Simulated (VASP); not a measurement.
VASP runs on Ir₂Pt (space group I4/mmm) share one base input (PBE GGA, plane waves, VASP's PBE PAW potentials (set 64)) and change the settings named in each case.

File KPOINTS:
```
Automatic mesh
0
Gamma
9 9 9
0 0 0
```

POSCAR:
```
Ir2Pt
4.0230850
 -0.4085730229   0.4085730229   1.0000000000
  0.4085730229  -0.4085730229   1.0000000000
  0.4085730229   0.4085730229  -1.0000000000
Pt Ir
1 2
Cartesian
  0.0000000000   0.0000000000   0.0000000000
  0.0000000000  -0.0000000000   0.6706000000
  0.0000000000  -0.0000000000   1.3294000000
```

INCAR:
```
ALGO = Normal
EDIFF = 1E-6
ENCUT = 300
GGA = PE
ISIF = 2
ISMEAR = 0
LASPH = .TRUE.
LCHARG = .FALSE.
LMAXMIX = 6
LREAL = .FALSE.
LWAVE = .FALSE.
NELM = 100
PREC = Accurate
SIGMA = 0.1
SYSTEM = Ir2Pt
```

POTCAR, in this order: Pt Ir (PBE.64 set). Program: vasp_std.

```tsv
change	E(σ→0) (eV/atom)	pressure (GPa)	largest force (eV/Å)	−TS (eV)
base run	-7.6689	14.46	0.718	-0.0124
GGA = PS	-8.6166	3.39	0.695	-0.0127
GGA_COMPAT = .FALSE., LNONCOLLINEAR = .TRUE., LSORBIT = .TRUE., MAGMOM = 0.0 0.0 0.0 0.0 0.0 0.0 0.0 0.0 0.0, program vasp_ncl	-8.0616	15.43	0.685	-0.0156
KPOINTS 5×5×5 Γ-centred mesh	-7.6714	14.34	0.668	-0.0133
```
 Energies of different potentials or functionals have different zeros.  Unless said otherwise, spin-orbit coupling is left out, though it shifts the bands of the heavy elements here. At 300 eV the pressure can carry a Pulay error.

Left out are runs that ran out of time, are held back, or changed the cell or the kind of run, fixed moments of cells without a moment, rows past the twelfth, gaps on odd meshes, pressures of charged cells and columns that move by less than the noise.

The structure was generated: Ir2Pt was put into an ordered model structure, which need not be its known phase. The cell was not relaxed at this level, forces remain on its atoms.
